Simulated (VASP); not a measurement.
Wanted: the native input for a VASP 6.6.1 run.

```yaml
Task: relaxation of cell and atoms
Functional: TPSS
Potentials_or_basis: VASP PAW PBE potentials, release 64 (H, Pb_d)
Cutoff: 600 eV
k_mesh: 9 × 9 × 5
Occupations: gaussian, width 0.05 eV
Spin: no spin polarisation
Further_INCAR_settings: ALGO = Normal; EDIFF = 1e-06; IBRION = 2; EDIFFG = -0.005; NSW = 40; ISIF = 3
```

The structure of H2Pb lies in POSCAR:

```
H2Pb
1.0
    3.4269271100      0.0000000000      0.0000000000
   -1.7134635600      2.9678059400      0.0000000000
    0.0000000000      0.0000000000      5.5570747600
H Pb
2 1
Direct
    0.3333333300      0.6666666700      0.0000000000
    0.6666666700      0.3333333300      0.5000000000
    0.6666666700      0.3333333300      0.0000000000
```

The cell was built by a generator and needn't be a form met in nature.

The input as run:

INCAR

```
SYSTEM = H2Pb
PREC = Accurate
ENCUT = 600
EDIFF = 1E-6
ISMEAR = 0
SIGMA = 0.05
LREAL = .False.
LASPH = .True.
NELM = 100
ALGO = Normal
ISIF = 3
LWAVE = .False.
LCHARG = .False.
METAGGA = TPSS
LMIXTAU = .True.
IBRION = 2
NSW = 40
EDIFFG = -0.005
```

KPOINTS

```
regular mesh
0
Gamma
  9 9 5
  0 0 0
```

Potentials or basis: VASP PAW PBE potentials, release 64 (H, Pb_d).

Command:

```console
$ cat potpaw_PBE.64/H/POTCAR potpaw_PBE.64/Pb_d/POTCAR > POTCAR
$ mpirun -np 1 vasp_std > vasp.out
```

Results of the run:

* Relaxed volume: 17.61 Å³/atom
* Relaxed cell: a = 3.858 Å, b = 3.858 Å, c = 4.100 Å, α = 90.00°, β = 90.00°, γ = 120.00°
* Space group after relaxing (to 0.05 Å): P-6m2 (No. 187)
* Energy gained by relaxing: 521.7 meV/atom
* Ionic steps: 17
* Pressure after relaxing: 0.0 GPa
* Band gap on the k mesh: none (metal or under the smearing width)

Caveat: the PAW data sets were made with another functional, which shifts forces and pressure a little.

It took 12 min on 1 thread of Intel(R) Xeon(R) 6975P-C (Granite Rapids), on a shared host, peak memory 0.22 GiB.
